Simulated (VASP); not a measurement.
Data:

```xyz
2
Lattice="1.4047 -2.4330 0.0000 1.4047 2.4330 0.0000 0.0000 0.0000 4.4267" Properties=species:S:1:pos:R:3 pbc="T T T"
Os     1.4047     0.8110     1.1067
Os     1.4047    -0.8110     3.3200
```

The numbers are results of PBE GGA, VASP's PBE PAW potentials (set 64) (plane waves; VASP), not measurements. Numerical set-up: 520 eV cut-off, 15×15×9 Γ-centred mesh, first-order Methfessel-Paxton smearing of 0.10 eV, potentials Os.

Task: Give the stress tensor in GPa (positive for a compressed cell).

Result: 
```
-20.59    0.00    0.00
  0.00  -20.59    0.00
  0.00    0.00  -20.44
```
The pressure is its mean diagonal, -20.54 GPa.

The compound is Os in the hcp structure. This cell is one point of a volume scan, at 1.06 of the reference volume.
